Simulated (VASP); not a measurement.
Consider the following.

```yaml
crystal:
  lattice:
    - [0.00000, 1.91128, 1.91128]
    - [1.91128, 0.00000, 1.91128]
    - [1.91128, 1.91128, 0.00000]
  atoms:
    - { symbol: P, position: [0.00000, 0.00000, 0.00000] }
```

These are PBEsol GGA, VASP's PBE PAW potentials (set 64) (plane waves; VASP) values and carry that method's errors. Run with 400 eV cut-off, 18×18×18 Γ-centred mesh, tetrahedra with Blöchl corrections, potentials P.

Q: What does the run give for the energy per atom (σ→0), band gap (on the k-mesh) with the smallest direct gap where there is one?

A: 
```
Item                                                         Value
------------------------  ----------------------------------------
band gap (on the k-mesh)  none (metal, semimetal or under 0.01 eV)
energy per atom (σ→0)                               -5.051 eV/atom
```

The structure was generated: P was put into the fcc type (Fm-3m), which need not be its known phase. It was relaxed first.
